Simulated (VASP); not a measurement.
An input for Quantum ESPRESSO's pw.x (written as the equivalent of a VASP run, and not itself run):

```
&CONTROL
  calculation = 'vc-relax'
  pseudo_dir = './pseudo'
  outdir = './out'
  tprnfor = .true.
  tstress = .true.
  nstep = 60
  forc_conv_thr = 0.00078
/
&SYSTEM
  ibrav = 0
  nat = 8
  ntyp = 3
  ecutwfc = 86
  occupations = 'smearing'
  smearing = 'methfessel-paxton'
  degauss = 0.00735
  input_dft = 'pbesol'
/
&ELECTRONS
  conv_thr = 7.3e-08
  electron_maxstep = 100
/
&IONS
/
&CELL
/
ATOMIC_SPECIES
  Hg 200.592 Hg.upf
  Se 78.971 Se.upf
  S 32.060 S.upf
CELL_PARAMETERS angstrom
     0.0000000    3.0059734    3.0059734
     3.0059734    0.0000000    3.0059734
    12.0273195   12.0273195   -0.0034260
ATOMIC_POSITIONS crystal
  Hg   0.0144739  0.0144739  0.9891446
  Hg   0.0011985  0.0011985  0.2491011
  Hg   0.9860318  0.9860318  0.5104762
  Hg   0.9998624  0.9998624  0.7501032
  Se   0.2543007  0.2543007  0.0592745
  Se   0.2411492  0.2411492  0.3191381
  S    0.2448809  0.2448809  0.5663393
  S    0.2581026  0.2581026  0.8064230
K_POINTS automatic
  8 8 2 0 0 0
```

Problem. Translate this input to VASP (INCAR, KPOINTS, POSCAR, choice of POTCAR).

Solution. One answer among several that fit: 
KPOINTS:
```
Automatic mesh
0
G
8 8 2
0 0 0
```

INCAR:
```
SYSTEM=Hg4S2Se2
PREC=Accurate; ENCUT=400; LREAL=.FALSE.
LASPH=.TRUE.
EDIFF=1E-6; NELM=100; ALGO=Normal
LMAXMIX=6
ISMEAR=1; SIGMA=0.1
GGA=PS
IBRION=2; NSW=60; ISIF=3
EDIFFG=-0.02
LWAVE=.FALSE.; LCHARG=.FALSE.
```

### POSCAR
```
Hg4S2Se2
1.0
  0.0000000000   3.0059733766   3.0059733766
  3.0059733766   0.0000000000   3.0059733766
 12.0273194572  12.0273194572  -0.0034259509
Hg Se S
4 2 2
direct
  0.0144739040   0.0144739040   0.9891445720
  0.0011985348   0.0011985348   0.2491010989
  0.9860317678   0.9860317678   0.5104761741
  0.9998623503   0.9998623503   0.7501032373
  0.2543006961   0.2543006961   0.0592744779
  0.2411492289   0.2411492289   0.3191380783
  0.2448809083   0.2448809083   0.5663393188
  0.2581026099   0.2581026099   0.8064230426
```

POTCAR, in this order: Hg Se S (PBE.64 set). Program: vasp_std.

The two are equivalent in intent, not identical: the potentials are each code's own (VASP's PAW set, PseudoDojo norm-conserving files in pw.x), so ENCUT and ecutwfc are chosen apart and not converted; conv_thr bounds pw.x's estimated SCF error, while EDIFF bounds the energy change between steps; forc_conv_thr acts on force components and is met together with etot_conv_thr.

The structure was generated: Hg4S2Se2 was put into an ordered model structure (R3m), which need not be its known phase. This run relaxes it. Symmetry was kept, so distortions that lower it aren't found. The start is the result of an earlier pass.
